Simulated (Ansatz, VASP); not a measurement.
**IrRh2 (Rh-Ir-Rh stack, (111) layers) in two plane-wave programs**

Aim: how closely do two programs agree when they are given the same cell, functional and k mesh? The cell is taken from a series of runs on this material, whose earlier steps may have relaxed, scaled, displaced or heated it; both programs get it as it stands.

Main program and level: Ansatz 0.2.0; plane waves, with VASP 6.6.1 beside it; PBEsol.

### 1. The structure

The cell holds 3 atoms: 2 Rh and 1 Ir. Cell: a = 2.657 Å, b = 2.657 Å, c = 32.668 Å, α = 90.0°, β = 90.0°, γ = 120.0°. It derives from IrRh2. Vacuum lies along c.

Coordinates:

```cif
data_structure
_symmetry_space_group_name_H-M 'P 1'
_symmetry_Int_Tables_number 1
_cell_length_a 2.6571
_cell_length_b 2.6571
_cell_length_c 32.6681
_cell_angle_alpha 90.000
_cell_angle_beta 90.000
_cell_angle_gamma 120.000
_cell_volume 199.75
loop_
_atom_site_label
_atom_site_type_symbol
_atom_site_fract_x
_atom_site_fract_y
_atom_site_fract_z
_atom_site_occupancy
Rh1 Rh 0.00000 0.00000 0.17038 1
Rh2 Rh 0.66667 0.33333 0.30207 1
Ir3 Ir 0.33333 0.66667 0.23623 1
```

### 2. Ansatz: zone-centre phonons, PBEsol

Ansatz runs on its PAW soft_1 files.

Second derivatives magnify differences that forces hide, and they need a tight electronic threshold.

input.yaml reads:

```yaml
crystal:
  lattice:
    - [2.6571336152, 2.8249e-06, 0.0]
    - [-1.328569254, 2.3011437996, 0.0]
    - [0.0, 0.0, 32.6681001532]
  atoms:
    - { symbol: Rh, position: [0.0, 0.0, 0.1703828301] }
    - { symbol: Ir, position: [0.3333333333, 0.6666666667, 0.2362250931] }
    - { symbol: Rh, position: [0.6666666667, 0.3333333333, 0.3020673561] }
  periodic: [true, true, false]
kpoints:
  mp_grid: { grid: [9, 9, 1] }
hamiltonian:
  xc: pbesol
  pseudopotentials: { kind: paw, azcp: { folder: soft_1 }, xc_functional: pbe }
scf:
  occupations: { method: methfessel_paxton, width: 0.2 }
output:
  eigenvalues: true
phonons:
  method: dfpt
  qmesh: [3, 3, 1]
  temperatures: { t_max: 1000, t_step: 50 }
  qpath:
    path:
      - [0.0, 0.0, 0.0]
      - [0.5, 0.0, 0.0]
      - [0.33333333, 0.33333333, 0.0]
      - [0.0, 0.0, 0.0]
    npoints: 10
  electrical_resistivity:
    mesh: [18, 18, 1]
    temperatures: [20.0, 50.0, 77.0, 100.0, 150.0, 200.0, 300.0, 400.0, 600.0, 800.0]
```

Run with:

```
$ ansatz run input.yaml --threads 8 --pin off --max-ram 20480MiB --backend cpu --events-out ev --progress --plain --runs-dir out
```

Numbers of over 12 decimals in the logs are rounded to 6 here.

The program printed:

```text
Warning: crystal.symmetry: narrowed to the stabiliser of the run's FFT grids — unitary ops 12 → 6. A phonons.method: dfpt run fills in the rows of the dynamical matrix that it does not solve by its symmetry operations, which is exact only for operations that map its FFT grids onto themselves: filled in by any other, the frequencies could depend on the order in which like atoms are typed, or, by more than the grids' own error, on where the crystal sits among the grids' points. Excluded: 6 operations. The run can therefore solve more perturbations, solve them on more k-points, or both, and cost more. [rest of the remark cut]
Engine: ansatz 0.2.0, aarch64-unknown-linux-gnu
Pseudopotentials: kind: paw
Pseudopotential: Rh, paw, valence charge 17, recommended cutoff 420 eV (normal), soft_1/Rh.paw.azcp
Pseudopotential: Ir, paw, valence charge 17, recommended cutoff 420 eV (normal), soft_1/Ir.paw.azcp
Functional definition: PBEsol
  exchange = pbesol_x
  correlation = pbesol_c
Crystal: 3 atoms, lattice volume = 199.747 Å³
Basis set: ecut = 420 eV, 3967 PW (Γ), exchange–correlation on 36×36×450 points (8 copies of the dense FFT grid, shifted against one another)
Bands: 31, of which v1, the nominal top of the filled ones, is band 26 counted from 1 (25 counted from 0)
Symmetry: 12 space group operations
k-points: 12 of 81 (irreducible under 6 space group operations, time reversal used)
Non-local potential: Rh, projectors of the file, l = 0: 3, l = 1: 2, l = 2: 2, l = 3: 1
Non-local potential: Ir, projectors of the file, l = 0: 3, l = 1: 2, l = 2: 2, l = 3: 1
PAW form: soft (Blöchl's): semilocal exchange-correlation on the pseudo side does not see the compensation charge
PAW frozen core: Rh, regenerated for the run's functional, and the local potential with it (the file was generated under x = pbe(κ = 0.804, μ = 0.219515), c = pbe(β = 0.066725))
PAW frozen core: Ir, regenerated for the run's functional, and the local potential with it (the file was generated under x = pbe(κ = 0.804, μ = 0.219515), c = pbe(β = 0.066725))
PAW one-centre angular grid: Rh, 590 points (default); XC on 64 Gauss nodes
PAW one-centre angular grid: Ir, 590 points (default); XC on 64 Gauss nodes
Initial density: superposition of atomic densities (neutral atoms: chi_scale 0, normalization atom)
Initial wavefunctions: pseudopotential atomic-orbital guess
Functional: x = pbesol(κ = 0.804, μ = 0.123457), c = pbesol(β = 0.046)
SCF iter   1: F=—  HF=-24477.868200 eV  |F-HF|=—  |Δ(HF+E_count)|=         —  Δρ=5.67e-2  dr2=1.56e1  ethr=3.10e-3  ⟨swp⟩=16.1  Hψ=6731  notcnv=0  defer=12
automatic band count: the SCF goes on with 36 bands, as 31 were too few: they end inside the smearing window of the response
preconditioner: auto → LDOS  [metal: Δε(μ)=0.020 eV  Ē_g=9.600 eV  σ=0.200 eV  W_gap=0.08  n_scr=22 (ndim 8)  ℏωp=13.7 eV  f_vac=0.741  D(μ)=5.10/eV (n_scr^D=22)  β→1.0]
[...]
° read free of the cell's end (the report's vacuum.weakly_bound_levels)
  °? not known for the slab's own: over its row's bound_up_to_ev there, or no deeper under its free states than its continued_xc_part_ev in size
--- Phonons (Γ-DFPT): 6 representative perturbations + reference (Σ response iterations 35) ---
  ASR residual: 6.600e-5 → 0.000e0 eV/Å²; symmetrization residual: 9.500e-7 eV/Å²
  The last average, over the group as it would stand without the narrowing to the FFT grids, took up to 1.329e-7 eV/Å² of the zone centre's force constants
  ASR residual per site (eV/Å²): 1.52e-5 6.60e-5 1.53e-5
  Γ frequencies (cm⁻¹): 0.00 0.00 0.00 88.11 88.11 134.76 134.76 176.16 233.24
--- Phonons (arbitrary-q DFPT): 3 irreducible q on the 3×3×1 mesh ---
  q = [0.0000, 0.0000, 0.0000] (star 1, of the zone-centre solve; hermiticity 5.65e-8, symmetrization 2.39e-8, taken by the last average 6.68e-9): -0.00 -0.00 -0.00 88.11 88.11 134.76 134.76 176.16 233.24
  q = [0.0000, 0.3333, 0.0000] (star 6, 9 solved perturbations in 621 linear systems a pass and spin channel, the states on 81 of 81 k-point pairs; hermiticity 2.42e-8, symmetrization 1.21e-8, taken by the last average 4.95e-9): 94.19 113.77 134.69 150.17 164.94 182.69 193.92 217.88 220.98
  q = [0.3333, 0.3333, 0.0000] (star 2, 6 solved perturbations in 300 linear systems a pass and spin channel, the states on 81 of 81 k-point pairs; hermiticity 2.39e-8, symmetrization 9.75e-9, taken by the last average 5.61e-9): 127.95 152.59 152.59 155.94 170.47 170.47 182.36 214.99 214.99
  sum rule: each row above includes the acoustic sum rule's correction from the zone centre's row sums; it moved no ω² by more than (0.31 cm⁻¹)²
  mesh force constants: q→R imaginary residual 0.00e0; ASR residual 6.600e-5 → 0.000e0 eV/Å²; symmetrization residual 1.421e-14 eV/Å²
  interpolated dispersion: 31 rows × 9 modes
  density of states and harmonic sums: on the 27×27×1 q-mesh, interpolated from the force constants of a 3×3×1 supercell (no non-analytic term)
  largest difference from the sums on the solved wave vectors: F 7.47e-2 eV, S 1.03e-4 and C_V 2.84e-5 eV/K
  zero-point energy: 0.089010 eV/cell   skipped modes (ω ≤ 0): 3   left out of the sums: 4.57e-4 of the cell's modes: C_V's classical limit lies that fraction below 3 k_B per atom; for a crystal, a wire or a layer, F and S can be off by more, and a phonons.interpolated_qmesh denser along its periods is the remedy for the sampling
[...]
tensors lie in the sheet's plane, the Hall coefficient along its normal; that, the resistivity and the plasma energy are of the whole cell, vacuum included; the cell is 32.668 Å high
  at the Fermi level of each mesh (of a tensor half of its trace):
           mesh   spin    states/(eV spin)  plasma energy (eV)         λ      λ_tr    ħω_log (meV)
        18×18×1                     2.1062              4.0842    0.3706    0.4397          17.765
          9×9×1                     2.0124              3.9596    0.3684    0.4782          18.299
  resistivity on the deck's mesh, µΩ·cm:
     T (K)       trace/2  mesh converged            xx            yy            zz    lowest order   relaxation time
     20.00     1.5295e-2             yes     1.5295e-2     1.5295e-2      0.0000e0       3.3270e-2         1.9680e-2
     50.00      1.0333e0              no      1.0333e0      1.0333e0      0.0000e0        1.4890e0          1.0320e0
     77.00      3.6467e0              no      3.6467e0      3.6467e0      0.0000e0        4.3790e0          3.5189e0
    100.00      6.4110e0              no      6.4110e0      6.4110e0      0.0000e0        7.1801e0          6.1235e0
    150.00      1.2469e1              no      1.2469e1      1.2469e1      0.0000e0        1.3272e1          1.1853e1
    200.00      1.8203e1              no      1.8203e1      1.8203e1      0.0000e0        1.9139e1          1.7302e1
    300.00      2.9073e1              no      2.9073e1      2.9073e1      0.0000e0        3.0415e1          2.7661e1
    400.00      3.9608e1              no      3.9608e1      3.9608e1      0.0000e0        4.1420e1          3.7733e1
    600.00      6.0585e1              no      6.0585e1      6.0585e1      0.0000e0        6.3440e1          5.7873e1
    800.00      8.2001e1              no      8.2001e1      8.2001e1      0.0000e0        8.6043e1          7.8514e1
  sheet resistance at 20 K: 0.04682 Ω
  mean free path at 20 K (of a tensor half of its trace): 13260 nm by what each carries, 9784 by the Fermi surface alone
  sheet resistance at 50 K: 3.163 Ω
  mean free path at 50 K (of a tensor half of its trace): 195 nm by what each carries, 145 by the Fermi surface alone
  Hall coefficient in a weak field at 50 K (along the normal): 1.722e-10 m³/C (as a tensor it moves by 2.1 % between the two finest meshes); by each state's relaxation time: 1.505e-10 m³/C; by a constant relaxation time: 2.298e-10 m³/C
  sheet resistance at 77 K: 11.16 Ω
  mean free path at 77 K (of a tensor half of its trace): 52.2 nm by what each carries, 41.0 by the Fermi surface alone
  Hall coefficient in a weak field at 77 K (along the normal): 2.392e-10 m³/C (as a tensor it moves by 6.3 % between the two finest meshes); by each state's relaxation time: 1.726e-10 m³/C; by a constant relaxation time: 2.329e-10 m³/C
  sheet resistance at 100 K: 19.62 Ω
  mean free path at 100 K (of a tensor half of its trace): 28.6 nm by what each carries, 23.3 by the Fermi surface alone
  Hall coefficient in a weak field at 100 K (along the normal): 2.703e-10 m³/C (as a tensor it moves by 5.7 % between the two finest meshes); by each state's relaxation time: 1.842e-10 m³/C; by a constant relaxation time: 2.353e-10 m³/C
  sheet resistance at 150 K: 38.17 Ω
  mean free path at 150 K (of a tensor half of its trace): 14.1 nm by what each carries, 12.0 by the Fermi surface alone
  Hall coefficient in a weak field at 150 K (along the normal): 2.977e-10 m³/C (as a tensor it moves by 4.2 % between the two finest meshes); by each state's relaxation time: 1.988e-10 m³/C; by a constant relaxation time: 2.408e-10 m³/C
  sheet resistance at 200 K: 55.72 Ω
  mean free path at 200 K (of a tensor half of its trace): 9.58 nm by what each carries, 8.22 by the Fermi surface alone
  Hall coefficient in a weak field at 200 K (along the normal): 3.120e-10 m³/C (as a tensor it moves by 2.8 % between the two finest meshes); by each state's relaxation time: 2.096e-10 m³/C; by a constant relaxation time: 2.482e-10 m³/C
  sheet resistance at 300 K: 89.00 Ω
  mean free path at 300 K (of a tensor half of its trace): 5.95 nm by what each carries, 5.15 by the Fermi surface alone
  Hall coefficient in a weak field at 300 K (along the normal): 3.422e-10 m³/C (as a tensor it moves by 1.4 % between the two finest meshes); by each state's relaxation time: 2.336e-10 m³/C; by a constant relaxation time: 2.677e-10 m³/C
  sheet resistance at 400 K: 121.2 Ω
  mean free path at 400 K (of a tensor half of its trace): 4.35 nm by what each carries, 3.78 by the Fermi surface alone
  Hall coefficient in a weak field at 400 K (along the normal): 3.721e-10 m³/C (as a tensor it moves by 1.2 % between the two finest meshes); by each state's relaxation time: 2.574e-10 m³/C; by a constant relaxation time: 2.864e-10 m³/C
  sheet resistance at 600 K: 185.5 Ω
  mean free path at 600 K (of a tensor half of its trace): 2.83 nm by what each carries, 2.47 by the Fermi surface alone
  Hall coefficient in a weak field at 600 K (along the normal): 4.102e-10 m³/C (as a tensor it moves by 1.1 % between the two finest meshes); by each state's relaxation time: 2.886e-10 m³/C; by a constant relaxation time: 3.109e-10 m³/C
  sheet resistance at 800 K: 251.0 Ω
  mean free path at 800 K (of a tensor half of its trace): 2.09 nm by what each carries, 1.82 by the Fermi surface alone
  Hall coefficient in a weak field at 800 K (along the normal): 4.251e-10 m³/C (as a tensor it moves by 0.7 % between the two finest meshes); by each state's relaxation time: 3.027e-10 m³/C; by a constant relaxation time: 3.227e-10 m³/C
  the resistivity times a path that all electrons share, by the Fermi surface of the deck's mesh alone (half of the trace): 1.496e-15 Ω·m²
  not converged in the mesh (λ_tr; the resistivity at 50 K by 5.73 %; the resistivity at 77 K by 8.74 %; the resistivity at 100 K by 10.10 %; the resistivity at 150 K by 11.18 %; the resistivity at 200 K by 11.42 %; the resistivity at 300 K by 11.51 %; the resistivity at 400 K by 11.61 %; the resistivity at 600 K by 11.56 %; the resistivity at 800 K by 11.16 %): between neighbouring meshes, the two finest first, λ mo [...]
  vibrations of 9 cells: unjudged by the run; compare a larger repeat
  the changes of the potential over all sites missed a rigid shift's by 0.29 % (the site terms' by 0.00 %)
  at the force constants' own smearing the fine mesh and the k-points of their solves give squared frequencies that differ by 10.2 % of the larger at the most, at (0.3333, 0.3333, 0)
```

[end of part 1 of 2]

[Lines on the potential files, build, host, timing and source positions are cut from VASP's logs without a mark.]

[Logs are printed without paths, hosts, clocks, repeated set-up lines and the standing remarks that a program may print on its own settings, such as how far it seeks lower states.]

[Hosts, paths, dates, database ids (printed as entryN), source tags and the programs' standing remarks are cut or masked in the printed files.]
